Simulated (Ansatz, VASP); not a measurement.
# BaTiO3 in two plane-wave programs, part 2 of 3

Wanted: the spread between two codes on one cell, functional and k mesh. The two relaxations start from unlike cells of this crystal (the structure described is Ansatz's start), so only their ends are compared.

VASP 6.6.1 and Ansatz 0.2.0.

So far: The starting structure; Ansatz: relaxation of cell and atoms, LDA, pair 1.

## (3) VASP: relaxation of cell and atoms, LDA, pair 1

Level of this step: LDA, no spin polarisation; plane waves and PAW (Ba_sv, Ti_sv, O) (VASP).

Its own start cell and the same functional (in two slightly different forms) and mesh now go to VASP, with its own data sets.

Lines of VASP's logs that name or quote its potential files are left out, and so is its time.

The input, INCAR:

```
SYSTEM = BaTiO3
PREC = Accurate
ENCUT = 600
EDIFF = 1E-07
NELM = 120
ISMEAR = 0
SIGMA = 0.01
LREAL = .FALSE.
ALGO = Normal
GGA = CA
NBANDS = 26
LASPH = .TRUE.
LORBIT = 11
LWAVE = .FALSE.
LCHARG = .FALSE.
ISIF = 3
IBRION = 2
NSW = 80
EDIFFG = -0.005
GGA_COMPAT = .FALSE.
NELMIN = 4
EFERMI = MIDGAP
KPAR = 2
```

The input, POSCAR:

```
BaTiO3
1.0
    3.9390760646      0.0000000000      0.0000000000
    0.0000000000      2.8052782167      2.8100384073
    0.0000000000     -2.8052782167      2.8100384073
Ba Ti O
1 1 3
Direct
    0.0000000000      0.9965766860      0.9965766860
    0.5000000000      0.5070137325      0.5070137325
    0.5000000000      0.4869557991      0.9807902332
    0.5000000000      0.9807902332      0.4869557991
    0.0000000000      0.4858423783      0.4858423783
```

The input, KPOINTS:

```
Automatic mesh
0
Gamma
8 8 8
0 0 0
```

The projector-augmented-wave data sets are Ba_sv, Ti_sv and O (LDA family, release 64).

The run is started by

```sh
mpirun -np 2 vasp_std
```

Numbers of over 12 decimals in the logs are rounded to 6 here.

Output:

```text
[banner, memory and clock lines left out]
running    2 mpi-ranks, on    1 nodes
 distrk:  each k-point on    1 cores,    2 groups
 distr:  one band on    1 cores,    1 groups

 POSCAR found type information on POSCAR BaTiO
 POSCAR found :  3 types and       5 ions
 LDA part: xc-table for (Slater(with rela. corr.)+CA(PZ))
 , standard interpolation
 POSCAR, INCAR and KPOINTS ok, starting setup
 FFT: planning ... GRIDC
 FFT: planning ... GRID_SOFT
 FFT: planning ... GRID
 WAVECAR not read
 entering main loop
       N       E                     dE             d eps       ncg     rms          rms(c)
DAV:   1     0.473150390173E+03    0.47315E+03   -0.23111E+04  5460   0.186E+03
DAV:   2    -0.191339881256E+01   -0.47506E+03   -0.45898E+03  6336   0.485E+02
DAV:   3    -0.522235698119E+02   -0.50310E+02   -0.49720E+02  7666   0.149E+02
DAV:   4    -0.545076549547E+02   -0.22841E+01   -0.22809E+01  8086   0.286E+01
DAV:   5    -0.545742993457E+02   -0.66644E-01   -0.66631E-01  7590   0.382E+00    0.236E+01
DAV:   6    -0.444773469649E+02    0.10097E+02   -0.63491E+01  7998   0.732E+01    0.103E+01
DAV:   7    -0.443575429704E+02    0.11980E+00   -0.10907E+01  7288   0.246E+01    0.695E+00
DAV:   8    -0.441731250661E+02    0.18442E+00   -0.10579E+00  7122   0.966E+00    0.268E+00
DAV:   9    -0.441862340483E+02   -0.13109E-01   -0.21918E-01  7236   0.303E+00    0.108E+00
DAV:  10    -0.441735714778E+02    0.12663E-01   -0.92152E-02  7182   0.293E+00    0.377E-01
DAV:  11    -0.441721528740E+02    0.14186E-02   -0.98025E-03  8280   0.731E-01    0.113E-01
DAV:  12    -0.441720022123E+02    0.15066E-03   -0.80975E-04  6452   0.289E-01    0.375E-02
DAV:  13    -0.441719891688E+02    0.13043E-04   -0.25628E-04  8164   0.156E-01    0.325E-02
DAV:  14    -0.441719725184E+02    0.16650E-04   -0.77031E-05  6288   0.562E-02    0.604E-03
DAV:  15    -0.441719726994E+02   -0.18100E-06   -0.87274E-06  7624   0.203E-02    0.394E-03
DAV:  16    -0.441719725193E+02    0.18009E-06   -0.19222E-06  7338   0.130E-02    0.318E-03
DAV:  17    -0.441719724770E+02    0.42351E-07   -0.25207E-07  4524   0.519E-03
   1 F= -.44171972E+02 E0= -.44171972E+02  d E =-.441720E+02
 curvature:   0.00 expect dE= 0.000E+00 dE for cont linesearch  0.000E+00
 trial: gam= 0.00000 g(F)=  0.825E-06 g(S)=  0.143E-04 ort = 0.000E+00 (trialstep = 0.100E+01)
 search vector abs. value=  0.152E-04
 bond charge predicted
       N       E                     dE             d eps       ncg     rms          rms(c)
DAV:   1    -0.441720776877E+02   -0.10517E-03   -0.32413E-03  6430   0.578E-01    0.888E-02
DAV:   2    -0.441719833370E+02    0.94351E-04   -0.35807E-04  6546   0.169E-01    0.309E-02
DAV:   3    -0.441719691686E+02    0.14168E-04   -0.95152E-05  6260   0.582E-02    0.687E-03
DAV:   4    -0.441719697011E+02   -0.53250E-06   -0.18500E-05  7618   0.230E-02    0.711E-03
DAV:   5    -0.441719700504E+02   -0.34938E-06   -0.14666E-06  7970   0.106E-02    0.443E-03
DAV:   6    -0.441719708535E+02   -0.80309E-06   -0.15629E-06  8300   0.635E-03    0.245E-03
DAV:   7    -0.441719710385E+02   -0.18497E-06   -0.40987E-07  6848   0.387E-03    0.496E-04
DAV:   8    -0.441719710444E+02   -0.59104E-08   -0.32617E-08  3240   0.111E-03
   2 F= -.44171971E+02 E0= -.44171971E+02  d E =0.143254E-05
 trial-energy change:    0.000001  1 .order    0.000001   -0.000015    0.000016
 step:   0.4429(harm=  0.4794)  dis= 0.00007  next Energy=   -44.171976 (dE=-0.329E-05)
 bond charge predicted
       N       E                     dE             d eps       ncg     rms          rms(c)
DAV:   1    -0.441720089922E+02   -0.37954E-04   -0.10074E-03  6414   0.322E-01    0.496E-02
DAV:   2    -0.441719796262E+02    0.29366E-04   -0.11163E-04  6514   0.943E-02    0.172E-02
DAV:   3    -0.441719752400E+02    0.43862E-05   -0.29676E-05  6208   0.324E-02    0.393E-03
DAV:   4    -0.441719753777E+02   -0.13766E-06   -0.57246E-06  7670   0.130E-02    0.394E-03
DAV:   5    -0.441719754915E+02   -0.11385E-06   -0.44876E-07  6506   0.595E-03    0.240E-03
DAV:   6    -0.441719757392E+02   -0.24771E-06   -0.54266E-07  6978   0.363E-03    0.144E-03
DAV:   7    -0.441719757933E+02   -0.54049E-07   -0.90948E-08  3642   0.206E-03
   3 F= -.44171976E+02 E0= -.44171976E+02  d E =-.331633E-05
 curvature:  -0.24 expect dE=-0.138E-06 dE for cont linesearch -0.665E-08
 trial: gam=-0.00481 g(F)=  0.492E-06 g(S)=  0.857E-07 ort = 0.650E-06 (trialstep = 0.889E+00)
 search vector abs. value=  0.571E-06
 reached required accuracy - stopping structural energy minimisation
```

From OUTCAR (step 3):

```text
ion  position               nearest neighbor table
   1  0.000  0.997  0.997-   5 2.75   4 2.77   3 2.77   3 2.77   4 2.77   5 2.81   5 2.81   3 2.82
                             4 2.82   4 2.82   3 2.82   5 2.87   2 3.38   2 3.38   2 3.43   2 3.43
   2  0.500  0.507  0.507-   3 1.88   4 1.88   5 1.97   5 1.97   4 2.09   3 2.09   1 3.38   1 3.38
                             1 3.43   1 3.43   1 3.43   1 3.43   1 3.48   1 3.48
   3  0.500  0.487  0.981-   2 1.88   2 2.09   1 2.77   1 2.77   1 2.82   1 2.82
   4  0.500  0.981  0.487-   2 1.88   2 2.09   1 2.77   1 2.77   1 2.82   1 2.82
   5  0.000  0.486  0.486-   2 1.97   2 1.97   1 2.75   1 2.81   1 2.81   1 2.87

  LATTYP: Found a base centered orthorhombic cell.
 ALAT       =     5.6105564334
 B/A-ratio  =     1.0016968693
 C/A-ratio  =     0.7020829594

 Subroutine GETGRP returns: Found  4 space group operations
 (whereof  4 operations were pure point group operations)

The static configuration has the point symmetry C_2v.

 Found    105 irreducible k-points:

   k-points           NKPTS =    105   k-points in BZ     NKDIM =    105   number of bands    NBANDS=     26

   dimension x,y,z NGX =    32 NGY =   32 NGZ =   32
   dimension x,y,z NGXF=    64 NGYF=   64 NGZF=   64

   ENCUT  =  600.0 eV  44.10 Ry    6.64 a.u.   7.87  7.93  7.93*2*pi/ulx,y,z

   NELECT =      40.0000    total number of electrons

 k-points in reciprocal lattice and weights: Automatic mesh
   0.00000000  0.00000000  0.00000000       0.002
   0.12500000  0.00000000  0.00000000       0.004
   0.25000000  0.00000000  0.00000000       0.004
   0.37500000  0.00000000  0.00000000       0.004
   0.50000000  0.00000000  0.00000000       0.002
   0.00000000  0.12500000  0.00000000       0.008
   0.12500000  0.12500000  0.00000000       0.016
   0.25000000  0.12500000  0.00000000       0.016
   0.37500000  0.12500000  0.00000000       0.016
[...]
0.37500000  0.50000000  0.50000000       0.004
   0.50000000  0.50000000  0.50000000       0.002

 average (electrostatic) potential at core
       1 -31.8229       2 -76.5809       3 -70.6396       4 -70.6396       5 -70.5737

 E-fermi :   4.7433

 k-point     1 :       0.0000    0.0000    0.0000
  band No.  band energies     occupation
    ...
     16       2.4817      2.00000
     17       2.5909      2.00000
     18       3.4587      2.00000
     19       3.4650      2.00000
     20       3.5360      2.00000
     21       5.7111      0.00000
     22       5.8299      0.00000
     23       5.8930      0.00000
     24       8.1680      0.00000
     25       8.1905      0.00000
    ...

 k-point     2 :       0.1250    0.0000    0.0000
  band No.  band energies     occupation
    ...
     16       2.2793      2.00000
     17       2.4796      2.00000
     18       3.0550      2.00000
     19       3.4123      2.00000
     20       3.4655      2.00000
     21       5.8907      0.00000
     22       6.0364      0.00000
     23       6.0496      0.00000
     24       8.1949      0.00000
     25       8.6052      0.00000
    ...

 k-point     3 :       0.2500    0.0000    0.0000
  band No.  band energies     occupation
    ...
     16       1.9695      2.00000
     17       2.1941      2.00000
     18       2.5015      2.00000
     19       3.1513      2.00000
     20       3.1742      2.00000
     21       5.9554      0.00000
     22       6.6389      0.00000
     23       6.7148      0.00000
     24       8.1950      0.00000
     25       9.3565      0.00000
    ...

  Total       -0.0025858      0.0013869      0.0005178      0.0000000      0.0000000      0.0000000
  in kB       -0.0667297      0.0357894      0.0133627      0.0000000      0.0000000      0.0000000
  external PRESSURE =      -0.0058592 kB  Pullay stress =       0.0000000 kB

  energy-cutoff  :      600.00
  volume of cell :       62.09
      direct lattice vectors                 reciprocal lattice vectors
     3.938645210  0.000000000  0.000000000     0.253894410  0.000000000  0.000000000
     0.000000000  2.805039264  2.809788095     0.000000000  0.178250624  0.177949362
     0.000000000 -2.805039264  2.809788095     0.000000000 -0.178250624  0.177949362

 POSITION                                       TOTAL-FORCE (eV/Angst)
 -----------------------------------------------------------------------------------
      0.00000      0.00000      5.60029         0.000000      0.000000     -0.002005
      1.96932      0.00000      2.84927         0.000000      0.000000      0.000799
      1.96932     -1.38523      4.12404         0.000000     -0.001539      0.000629
      1.96932      1.38523      4.12404         0.000000      0.001539      0.000629
      0.00000      0.00000      2.73023         0.000000      0.000000     -0.000052
 -----------------------------------------------------------------------------------
    total drift:                                0.000000      0.000000      0.000136

  FREE ENERGIE OF THE ION-ELECTRON SYSTEM (eV)
  ---------------------------------------------------
  free  energy   TOTEN  =       -44.1719757933 eV

  energy  without entropy=      -44.1719757933  energy(sigma->0) =      -44.17197579

 reached required accuracy - stopping structural energy minimisation

 total charge
# of ion       s       p       d       tot
------------------------------------------
    1        2.008   5.642   0.362   8.012
    2        2.229   6.302   1.800  10.331
    3        1.552   3.464   0.000   5.016
    4        1.552   3.464   0.000   5.016
    5        1.550   3.466   0.000   5.016
--------------------------------------------------
tot          8.890  22.338   2.162  33.390

[... 3 further parts left out ...]
```

CONTCAR:

```
BaTiO3
   1.00000000000000
     3.9386452104143164    0.0000000000000000    0.0000000000000000
     0.0000000000000000    2.8050392641263717    2.8097880947529266
     0.0000000000000000   -2.8050392641263717    2.8097880947529266
  Ba              Ti              O
     1     1     3
Direct
     0.0000000000000000    0.9965675189789429    0.9965675189789429
     0.5000000000000000    0.5070260060927450    0.5070260060927450
     0.5000000000000000    0.4869524070261109    0.9807897308865257
     0.5000000000000000    0.9807897308865257    0.4869524070261109
     0.0000000000000000    0.4858431661156702    0.4858431661156702
```

This run has no spin polarisation, so a moment on Ti, if there is one, isn't seen. Harder data sets than Ba_sv exist (the GW ones), and pressures, volumes and forces can shift noticeably with them. The run keeps the 4 symmetry operations of its start, so it cannot find a distortion of lower symmetry.

## (4) Comparison

Known differences besides the potentials themselves: the two LDA forms differ slightly; fixed occupations in Ansatz, narrow Gaussian smearing in VASP; the cutoff is 420 eV in Ansatz and 600 eV in VASP; VASP's log shows a relativistic correction to its local exchange, Ansatz's none; Ansatz adds a Pulay correction to the stress that steers its cell, VASP none. Total energies have different zeros and are not compared.

The two programs side by side:

| quantity | Ansatz | VASP | difference |
| --- | --- | --- | --- |
| volume (Å³) | 61.38 | 62.09 | -1.14 % |
| edge a after relaxation, in the typed setting (Å) | 3.924 | 3.939 | -0.37 % |
| edge b after relaxation, in the typed setting (Å) | 3.955 | 3.970 | -0.39 % |

## (5) VASP: relaxation of cell and atoms, LDA, pair 2

The relaxed volume is the usual yardstick between codes: in a stiff, nearly cubic crystal its relative difference is about their pressure difference at one cell divided by the bulk modulus.

INCAR is that of step 3.

The input, POSCAR:

```
BaTiO3
1.0
    3.9392993103      0.0000000000      0.0000000000
    0.0000000000      3.9706325482     -0.0032972427
    0.0000000000     -0.0033534915      3.9700545570
Ba Ti O
1 1 3
Direct
    0.0000000000      0.0018219501      0.0035499386
    0.5000000000      0.5122245604      0.4931098497
    0.5000000000      0.4923074026      0.0191546530
    0.5000000000      0.9863060650      0.5130610433
    0.0000000000      0.4913017022      0.5141246103
```

KPOINTS is that of step 3.

The run is started by

```sh
mpirun -np 2 vasp_std
```

Output:

```text
[... set-up lines as in an earlier step ...]
 entering main loop
       N       E                     dE             d eps       ncg     rms          rms(c)
DAV:   1     0.471456725217E+03    0.47146E+03   -0.23150E+04  8840   0.186E+03
DAV:   2    -0.277348665323E+01   -0.47423E+03   -0.45776E+03 10370   0.485E+02
DAV:   3    -0.522727942572E+02   -0.49499E+02   -0.48843E+02 12424   0.148E+02
DAV:   4    -0.545117453453E+02   -0.22390E+01   -0.22358E+01 13198   0.282E+01
[...]
DAV:  15    -0.441719522489E+02    0.25971E-06   -0.91067E-06 11838   0.220E-02    0.341E-03
DAV:  16    -0.441719521290E+02    0.11988E-06   -0.13655E-06 11376   0.120E-02    0.280E-03
DAV:  17    -0.441719520847E+02    0.44261E-07   -0.15106E-07  7158   0.410E-03
   1 F= -.44171952E+02 E0= -.44171952E+02  d E =-.441720E+02
[...]
N       E                     dE             d eps       ncg     rms          rms(c)
DAV:   1    -0.441720817152E+02   -0.12959E-03   -0.47826E-03 10750   0.717E-01    0.101E-01
[...]
DAV:   7    -0.441719520024E+02   -0.21585E-06   -0.47399E-07 11974   0.416E-03    0.834E-04
DAV:   8    -0.441719520145E+02   -0.12137E-07   -0.34368E-08  5380   0.130E-03
   2 F= -.44171952E+02 E0= -.44171952E+02  d E =0.702025E-07
 trial-energy change:    0.000000  1 .order   -0.000000   -0.000022    0.000022
 step:   0.5007(harm=  0.5007)  dis= 0.00011  next Energy=   -44.171958 (dE=-0.559E-05)
[...]
N       E                     dE             d eps       ncg     rms          rms(c)
DAV:   1    -0.441719902092E+02   -0.38207E-04   -0.11901E-03 10668   0.358E-01    0.506E-02
DAV:   2    -0.441719617319E+02    0.28477E-04   -0.11549E-04 10688   0.947E-02    0.174E-02
DAV:   3    -0.441719572695E+02    0.44624E-05   -0.29856E-05 10298   0.325E-02    0.422E-03
DAV:   4    -0.441719573927E+02   -0.12328E-06   -0.56035E-06 12628   0.131E-02    0.397E-03
DAV:   5    -0.441719575292E+02   -0.13643E-06   -0.47447E-07 11064   0.592E-03    0.256E-03
DAV:   6    -0.441719577725E+02   -0.24336E-06   -0.55835E-07 11718   0.388E-03    0.148E-03
DAV:   7    -0.441719578205E+02   -0.48016E-07   -0.79280E-08  5880   0.196E-03
   3 F= -.44171958E+02 E0= -.44171958E+02  d E =-.573581E-05
[...]
reached required accuracy - stopping structural energy minimisation
```

OUTCAR, selected parts (step 5):

```text
  Total        0.0001462     -0.0015719      0.0079177      0.0000000      0.0006941      0.0000000
  in kB        0.0037744     -0.0405700      0.2043560      0.0000000      0.0179146      0.0000000
  external PRESSURE =       0.0558535 kB  Pullay stress =       0.0000000 kB

 POSITION                                       TOTAL-FORCE (eV/Angst)
 -----------------------------------------------------------------------------------
      0.00000      0.00723      0.01408         0.000000      0.000302     -0.000155
      1.96941      2.03199      1.95579         0.000000      0.001711     -0.000891
      1.96941      1.95440      0.07447         0.000000     -0.000064     -0.000392
      1.96941      3.91378      2.03351         0.000000     -0.001169      0.000779
      0.00000      1.94874      2.03936         0.000000     -0.000780      0.000658
 -----------------------------------------------------------------------------------
    total drift:                                0.000000     -0.000301     -0.000017

  FREE ENERGIE OF THE ION-ELECTRON SYSTEM (eV)
  ---------------------------------------------------
  free  energy   TOTEN  =       -44.1719578205 eV

  energy  without entropy=      -44.1719578205  energy(sigma->0) =      -44.17195782

[... 1 part as in an earlier step ...]

[... 3 further parts left out ...]
[key lines of the parts left out:]
E-fermi :   4.7433
```

The run keeps the 2 symmetry operations of its start, so it cannot find a distortion of lower symmetry.

## (6) Ansatz: relaxation of cell and atoms, LDA, pair 2

Its own start cell and the same functional (in two slightly different forms) and mesh now go to Ansatz, which takes its cutoff from its data sets.

The two relaxations start from unlike cells of this crystal (the structure described is Ansatz's start), so only their ends are compared.

The input, input.yaml:

```yaml
crystal:
  lattice:
    - [3.9269704377, 0.0, 0.0]
    - [0.0, 3.9269704377, 0.0]
    - [0.0, 0.0, 3.9745611088]
  atoms:
    - { symbol: Ba, position: [0.0, 0.000199763, 0.0010879549] }
    - { symbol: Ti, position: [0.5, 0.5072914439, 0.4888984683] }
    - { symbol: O, position: [0.5, 0.4939388218, 0.0221032866] }
    - { symbol: O, position: [0.5, -0.0101859692, 0.5154551451] }
    - { symbol: O, position: [0.0, 0.4927174023, 0.5154551451] }
kpoints:
  mp_grid: { grid: [8, 8, 8] }
hamiltonian:
  xc: lda
  pseudopotentials: { kind: paw, azcp: { folder: soft_1 }, xc_functional: pbe }
scf:
  occupations: { method: fixed }
output:
  forces: true
  stress: true
  eigenvalues: true
relax:
  adjacent_minimum: "off"
  f_tol: 0.002
  max_steps: 120
  cell: { stress_tol: 0.03 }
```

The run is started by

```sh
ansatz run input.yaml --threads 4 --pin off --max-ram 10240MiB --backend cpu --events-out ev --progress --plain --runs-dir out
```

Output:

```text
[...]
Crystal: 5 atoms, lattice volume = 61.292 Å³
Basis set: ecut = 420 eV, 1213 PW (Γ)
Bands: 25, of which v1, the nominal top of the filled ones, is band 20 counted from 1 (19 counted from 0)
Symmetry: 2 space group operations
[...]
k-points: 170 of 512 (time reversal used)
[...]
cell:  # Å, volume = 61.3788 Å³
    - [3.924136, 0.0, 0.0]
    - [0.0, 3.954448, -0.00344831]
    - [0.0, -0.0034901, 3.955383]
  atoms:
    - { symbol: Ba, position: [0.0, 0.00245354, 0.00285568] }
    - { symbol: Ti, position: [0.5, 0.512398, 0.492806] }
    - { symbol: O, position: [0.5, 0.491926, 0.019134] }
    - { symbol: O, position: [0.5, -0.013605, 0.513546] }
    - { symbol: O, position: [0.0, 0.490788, 0.514658] }
[key lines of the parts left out:]
SCF converged after 5 iterations
Free energy (F): -9904.640020 eV
Fermi energy:    10.516450 eV
P = ⅓ Tr σ = 0.0007 GPa (0.007 kbar)
```

## (7) Side by side

Both answers:

| quantity | Ansatz | VASP | difference |
| --- | --- | --- | --- |
| volume (Å³) | 61.38 | 62.08 | -1.12 % |
| edge a after relaxation, in the typed setting (Å) | 3.924 | 3.939 | -0.37 % |
| edge b after relaxation, in the typed setting (Å) | 3.954 | 3.970 | -0.39 % |

[end of part 2 of 3]

[Lines on the potential files, build, host, timing and source positions are cut from VASP's logs without a mark.]

[Logs are printed without paths, hosts, clocks, repeated set-up lines and the standing remarks that a program may print on its own settings, such as how far it seeks lower states.]

[Hosts, paths, dates, database ids (printed as entryN), source tags and the programs' standing remarks are cut or masked in the printed files.]
